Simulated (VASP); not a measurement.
Output of a VASP run:

### OUTCAR
```
 ion  position               nearest neighbor table
   1  0.000  0.000  0.000-   2 2.52   2 2.52   2 2.52   2 2.52   2 2.52   2 2.52
   2  0.500  0.500  0.500-   1 2.52   1 2.52   1 2.52   1 2.52   1 2.52   1 2.52
  LATTYP: Found a face centered cubic cell.
 ALAT       =     5.0329945852
 Subroutine PRICEL returns:
 Original cell was already a primitive cell.
 Subroutine GETGRP returns: Found 48 space group operations
The static configuration has the point symmetry O_h .
The dynamic configuration has the point symmetry O_h .
 Subroutine INISYM returns: Found 48 space group operations
 Subroutine IBZKPT returns following result:
 Found     35 irreducible k-points:

 Following reciprocal coordinates:
            Coordinates               Weight
  0.000000  0.000000  0.000000      1.000000
  0.111111  0.000000  0.000000      8.000000
  0.222222  0.000000  0.000000      8.000000
  0.333333  0.000000  0.000000      8.000000
  0.444444  0.000000  0.000000      8.000000
  0.111111  0.111111  0.000000      6.000000
  0.222222  0.111111  0.000000     24.000000
  0.333333  0.111111  0.000000     24.000000
  0.444444  0.111111  0.000000     24.000000
 -0.444444  0.111111  0.000000     24.000000
 -0.333333  0.111111  0.000000     24.000000
 -0.222222  0.111111  0.000000     24.000000
 -0.111111  0.111111  0.000000     12.000000
  0.222222  0.222222  0.000000      6.000000
  0.333333  0.222222  0.000000     24.000000
  0.444444  0.222222  0.000000     24.000000
 -0.444444  0.222222  0.000000     24.000000
 -0.333333  0.222222  0.000000     24.000000
 -0.222222  0.222222  0.000000     12.000000
  0.333333  0.333333  0.000000      6.000000
  0.444444  0.333333  0.000000     24.000000
 -0.444444  0.333333  0.000000     24.000000
 -0.333333  0.333333  0.000000     12.000000
  0.444444  0.444444  0.000000      6.000000
 -0.444444  0.444444  0.000000     12.000000
  0.333333  0.222222  0.111111     24.000000
  0.444444  0.222222  0.111111     48.000000
 -0.444444  0.222222  0.111111     48.000000
  0.444444  0.333333  0.111111     24.000000
 -0.444444  0.333333  0.111111     48.000000
 -0.333333  0.333333  0.111111     48.000000
 -0.222222  0.333333  0.111111     24.000000
 -0.444444  0.444444  0.111111     24.000000
 -0.333333  0.444444  0.111111     24.000000
 -0.333333  0.444444  0.222222     24.000000
   k-points           NKPTS =     35   k-points in BZ     NKDIM =     35   number of bands    NBANDS=      9
   number of dos      NEDOS =    301   number of ions     NIONS =      2
   total plane-waves  NPLWV =  21952
   dimension x,y,z NGX =    28 NGY =   28 NGZ =   28
   dimension x,y,z NGXF=    56 NGYF=   56 NGZF=   56
   ions per type =               1   1
   PREC   = accura    normal or accurate (medium, high low for compatibility)
   ISTART =      0    job   : 0-new  1-cont  2-samecut
   ICHARG =      2    charge: 1-file 2-atom 10-const
   ISPIN  =      1    spin polarized calculation?
   LNONCOLLINEAR =      F non collinear calculations
   LSORBIT =      F    spin-orbit coupling
   INIWAV =      1    electr: 0-lowe 1-rand  2-diag
   ENCUT  =  520.0 eV  38.22 Ry    6.18 a.u.   6.62  6.62  6.62*2*pi/ulx,y,z
   NELM   =    100;   NELMIN=  2; NELMDL= -5     # of ELM steps
   EDIFF  = 0.1E-06   stopping-criterion for ELM
   LREAL  =      F    real-space projection
   NLSPLINE    = F    spline interpolate recip. space projectors
   LMAXMIX     =    2 max onsite mixed and CHGCAR
   VOSKOWN=      0    Vosko Wilk Nusair interpolation
   EDIFFG = 0.1E-05   stopping-criterion for IOM
   NSW    =      0    number of steps for IOM
   NBLOCK =      1;   KBLOCK =      1    inner block; outer block
   IBRION =     -1    ionic relax: 0-MD 1-quasi-New 2-CG
   NFREE  =      0    steps in history (QN), initial steepest desc. (CG)
   ISIF   =      2    stress and relaxation
   ISYM   =      2    0-nonsym 1-usesym 2-fastsym
   TEIN   =    0.0    initial temperature
   TEBEG  =    0.0;   TEEND  =   0.0 temperature during run
...
```

### OSZICAR
```
       N       E                     dE             d eps       ncg     rms          rms(c)
DAV:   1     0.415577362380E+02    0.41558E+02   -0.42624E+03   630   0.103E+03
DAV:   2    -0.558095407946E+01   -0.47139E+02   -0.45409E+02   841   0.162E+02
DAV:   3    -0.738944796459E+01   -0.18085E+01   -0.18063E+01   792   0.377E+01
DAV:   4    -0.742939403036E+01   -0.39946E-01   -0.39899E-01   989   0.524E+00
DAV:   5    -0.742973540501E+01   -0.34137E-03   -0.34136E-03   805   0.452E-01    0.247E+00
DAV:   6    -0.736435813007E+01    0.65377E-01   -0.15787E-01   715   0.234E+00    0.178E+00
DAV:   7    -0.736554787481E+01   -0.11897E-02   -0.55707E-02   918   0.155E+00    0.933E-01
DAV:   8    -0.736937075874E+01   -0.38229E-02   -0.81963E-03   726   0.763E-01    0.135E-01
DAV:   9    -0.736935929240E+01    0.11466E-04   -0.28699E-04   837   0.149E-01    0.370E-02
DAV:  10    -0.736941262356E+01   -0.53331E-04   -0.92260E-05   706   0.891E-02    0.179E-02
DAV:  11    -0.736941767232E+01   -0.50488E-05   -0.41025E-06   975   0.203E-02    0.652E-03
DAV:  12    -0.736941876172E+01   -0.10894E-05   -0.41257E-07   699   0.613E-03    0.171E-03
DAV:  13    -0.736941829756E+01    0.46416E-06   -0.56856E-08   455   0.235E-03    0.688E-04
DAV:  14    -0.736941829604E+01    0.15253E-08   -0.75550E-09   360   0.904E-04
   1 F= -.78471877E+01 E0= -.78471877E+01  d E =-.654354E-24
```

### OUTCAR
```
------------------------ aborting loop because EDIFF is reached ----------------------------------------
 Edisp (eV)   -0.47777
  FORCE on cell =-STRESS in cart. coord.  units (eV):
  Direction    XX          YY          ZZ          XY          YZ          ZX
  --------------------------------------------------------------------------------------
  Total      -0.00949    -0.00949    -0.00949     0.00000     0.00000    -0.00000
  in kB      -0.47719    -0.47719    -0.47719     0.00000     0.00000    -0.00000
  external pressure =       -0.48 kB  Pullay stress =        0.00 kB
  volume of cell :       31.87
      direct lattice vectors                 reciprocal lattice vectors
     0.000000000  2.516497293  2.516497293    -0.198688869  0.198688869  0.198688869
     2.516497293  0.000000000  2.516497293     0.198688869 -0.198688869  0.198688869
     2.516497293  2.516497293  0.000000000     0.198688869  0.198688869 -0.198688869
  FREE ENERGIE OF THE ION-ELECTRON SYSTEM (eV)
  ---------------------------------------------------
  free  energy   TOTEN  =        -7.8471877350 eV

  energy  without entropy=       -7.8471877350  energy(sigma->0) =       -7.84718773
```
(Selected blocks of OUTCAR.)

**POSCAR**
```
LiCl
1
    0.0000000000     2.5164972926     2.5164972926
    2.5164972926     0.0000000000     2.5164972926
    2.5164972926     2.5164972926     0.0000000000
Li Cl
1 1
Direct
  1.0000000000   0.0000000000   0.0000000000
  0.5000000000   0.5000000000   0.5000000000
```

**Question.** Reconstruct the remaining input files.

**Answer.** Several could match; the one computed here: the input of the run itself, PBE GGA with D3 dispersion (Becke-Johnson damping), plane waves, VASP's PBE PAW potentials (set 64).

INCAR:
```
SYSTEM = LiCl
PREC = Accurate
ENCUT = 520
EDIFF = 1E-7
NELM = 100
ALGO = Normal
LREAL = .FALSE.
LASPH = .TRUE.
ISMEAR = 0
SIGMA = 0.05
GGA = PE
IVDW = 12
LWAVE = .FALSE.
LCHARG = .FALSE.
ISIF = 2
```

KPOINTS:
```
Automatic mesh
0
G
  9 9 9
0 0 0
```

POTCAR, in this order: Li_sv Cl (PBE.64 set). Program: vasp_std.

The compound is LiCl in the rock salt structure. It was relaxed first, which changed the volume by -6 %.
